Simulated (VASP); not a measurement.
```
CELL_PARAMETERS angstrom
      3.98983     0.00000     0.00000
      0.00000     3.98983     0.00000
      0.00000     0.00000     3.98983
ATOMIC_POSITIONS crystal
  Cs 0.00000 0.00000 0.00000
  Cl 0.50000 0.50000 0.50000
```

Calculation: PBEsol GGA, VASP's PBE PAW potentials (set 64) (plane waves; VASP 6.6.1). Run with 520 eV cut-off, 7×7×7 Γ-centred mesh, Gaussian smearing of 0.050 eV, potentials Cs_sv Cl.

Give the stress tensor in GPa (positive for a compressed cell).

```
1.34  0.00  0.00
0.00  1.34  0.00
0.00  0.00  1.34
```
The pressure is its mean diagonal, 1.34 GPa.

The compound is CsCl in the CsCl type structure. This cell is one point of a volume scan, at 0.94 of the reference volume.
